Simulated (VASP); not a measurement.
Here is the system:

```
AlFe
1.0
    2.83895     0.00000     0.00000
    0.00000     2.83895     0.00000
    0.00000     0.00000     2.83895
Fe Al
1 1
Direct
  0.00000   0.00000   0.00000
  0.50000   0.50000   0.50000
```

Method: PBEsol GGA, VASP's PBE PAW potentials (set 64) (plane waves; VASP). Settings: 400 eV cut-off, 14×14×14 Γ-centred mesh, tetrahedra with Blöchl corrections, potentials Fe Al.

Task: What does the run give for the energy per atom (σ→0), band gap (on the k-mesh) with the smallest direct gap where there is one?

Result: 
```json
{
 "band gap (on the k-mesh)": "none (metal, semimetal or under 0.01 eV)",
 "energy per atom (σ→0)": "-6.852 eV/atom"
}
```

Total energies compare only between runs with the same potentials, cut-off and functional.

The structure was generated: FeAl was put into the CsCl type type (Pm-3m), which need not be its known phase. It was relaxed first, which changed the volume by -36 %. The run is not spin-polarised, so no magnetic state was tried. The electron count is odd and the run is not spin-polarised, which forces a metal.
